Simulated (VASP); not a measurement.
Input:

```
CELL_PARAMETERS angstrom
      0.00000     1.90161     1.90161
      1.90161     0.00000     1.90161
      1.90161     1.90161     0.00000
ATOMIC_POSITIONS crystal
  Rh 0.00000 0.00000 0.00000
```

The numbers are results of optB86b-vdW, VASP's PBE PAW potentials (set 64) (plane waves; VASP), not measurements. Run with 520 eV cut-off, 18×18×18 Γ-centred mesh, tetrahedra with Blöchl corrections, potentials Rh_pv.

Question: Predict the energy per atom (σ→0), band gap (on the k-mesh) with the smallest direct gap where there is one.

Answer: 
The band gap (on the k-mesh) is none (metal, semimetal or under 0.01 eV) and the energy per atom (σ→0) comes out as -4171 meV/atom.

The compound is Rh in the fcc structure. It was relaxed first.
